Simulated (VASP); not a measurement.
Consider the following.

```
RhSe
1.0
    0.00000     2.75329     2.75329
    2.75329     0.00000     2.75329
    2.75329     2.75329     0.00000
Rh Se
1 1
Cartesian
  0.00000   0.00000   0.00000
  1.37664   1.37664   1.37664
```

Level of theory: r2SCAN meta-GGA, VASP's PBE PAW potentials (set 64) (plane waves; VASP 6.6.1). Numerical set-up: 400 eV cut-off, 13×13×13 Γ-centred mesh, tetrahedra with Blöchl corrections, potentials Rh_pv Se.

Task: Give the energies of bands 5 to 13 at the high-symmetry points, in eV from the Fermi level.

Result: 
| band | Γ | X | U | L | W |
|---|---|---|---|---|---|
| 5 | -5.64 | -6.59 | -6.14 | -6.04 | -5.86 |
| 6 | -5.64 | -4.48 | -4.84 | -5.26 | -5.36 |
| 7 | -5.64 | -4.48 | -4.73 | -5.26 | -4.45 |
| 8 | -2.50 | -2.55 | -2.94 | -2.29 | -2.61 |
| 9 | -2.50 | -2.03 | -2.31 | -2.29 | -2.54 |
| 10 | 2.44 | -1.57 | -1.66 | -1.90 | -1.88 |
| 11 | 2.89 | -0.96 | -0.76 | 1.10 | -1.17 |
| 12 | 2.89 | -0.96 | -0.12 | 1.10 | 0.04 |
| 13 | 2.89 | 5.13 | 5.79 | 4.50 | 7.00 |

It has no gap at this level: it comes out as a metal or semimetal.

The structure was generated: RhSe was put into the zinc blende type (F-43m), which need not be its known phase. It was relaxed first, which changed the volume by -25 %. The electron count is odd and the run is not spin-polarised, which forces a metal.
